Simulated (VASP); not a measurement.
A 71-atom supercell of AlN (wurtzite) holds Zr on the Al site with a neighbouring N vacancy in charge state +1. It is relaxed twice, with the total moment held at 1 and at 3 μB. All values below come from PBE GGA, VASP's PBE PAW potentials (set 64) (plane waves; VASP). Numerical set-up: PREC = Normal, LREAL = Auto, ISYM = 0, NELECT = 291.0, EDIFF = 1E-5, 400 eV cut-off, 1×1×1 Γ-centred mesh, Gaussian smearing of 0.050 eV, potentials Al N Zr_sv.

The cell is charged, with a uniform compensating background. The supercell is sampled at Γ alone, which is coarse: total energies, pressure and levels can be off, energies of defects by several tenths of an eV.

**Question.** Which spin state lies lower, and by how much?

**Answer.** The state with 1 μB lies lower, by 1.96 eV.

The cell is a supercell with a defect, built from AlN (wurtzite).
